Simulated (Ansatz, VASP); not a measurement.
## MnSe: VASP beside Ansatz

```
CELL_PARAMETERS angstrom
0.00000 2.72000 2.72000
2.72000 0.00000 2.72000
2.72000 2.72000 0.00000
ATOMIC_POSITIONS crystal
Mn 0.00000 0.00000 0.00000
Se 0.50000 0.50000 0.50000
```

Alike in both runs: task single point; functional LDA; k mesh 9 × 9 × 9; collinear spin.

|  | VASP | Ansatz |
| --- | --- | --- |
| version | VASP 6.6.1 | Ansatz 0.2.0 |
| potentials or method | VASP PAW LDA potentials, release 64 (Mn_pv, Se) | plane waves, PAW |
| plane-wave cutoff (eV) | 520 | 420 |
| occupations | fermi-dirac, width 0.1 eV | fermi-dirac |
| valence electrons in the cell | 19 | 31 |

Ansatz gave:

```
gap on the k mesh at the Fermi level (eV)                     : none
net moment per atom (μB)                                      : 2.29
size of the moment on the site where the two differ most (μB) : 4.14
```

Question: Estimate VASP's values.

Answer: gap on the k mesh at the Fermi level (eV): none; net moment per atom (μB): 2.25; size of the moment on the site where the two differ most (μB): 4.07.

Site moments also hang on the region over which each program counts them. A gap of «none» marks a metal or a gap that the smearing closes. The two sets of potentials don't hold the same shells in valence.

Caveats: a cell with one magnetic atom can't hold antiferromagnetic order, which such compounds often take; semilocal functionals often make such compounds metallic where correlation or magnetic order opens a gap, which also shifts bond lengths.
